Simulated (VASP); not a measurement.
Input of a VASP 6.6.1 run:

File INCAR:

```
SYSTEM = BaRu
PREC     = Accurate       ! precision mode
ENCUT    = 520            ! plane-wave cutoff, eV
EDIFF    = 1E-7           ! SCF threshold, eV
ISMEAR   = -1             ! smearing method
SIGMA    = 0.05           ! smearing width, eV
LREAL    = .FALSE.        ! projectors in reciprocal space
LASPH    = .TRUE.         ! aspherical terms in the spheres
NELM     = 80             ! most SCF steps
ALGO     = Normal         ! electronic algorithm
ISIF     = 2              ! what is computed and relaxed
LWAVE    = .FALSE.        ! write WAVECAR
LCHARG   = .FALSE.        ! write CHGCAR
GGA      = PE             ! functional
NBANDS   = 19             ! bands
```

KPOINTS

```
Automatic mesh
0
G
  9 9 6
  0 0 0
```

POSCAR

```
BaRu
1.0
    3.5138400000      0.0000000000      0.0000000000
   -1.7569200000      3.0430700000      0.0000000000
    0.0000000000      0.0000000000      4.6756900000
Ba Ru
1 1
Direct
    0.0000000000      0.0000000000      0.5000000000
    0.6666700000      0.3333300000      0.0000000000
```

Potentials or basis: VASP PAW PBE potentials, release 64 (Ba_sv, Ru_pv).

Command:

```bash
$ cat potpaw_PBE.64/Ba_sv/POTCAR potpaw_PBE.64/Ru_pv/POTCAR > POTCAR
$ mpirun -np 1 vasp_std > vasp.out
```

(1) Predict the band gap on the k mesh.

(2) Predict the pressure.

Answers

(1) none (metal or under the smearing width).

(2) 2.6 GPa.
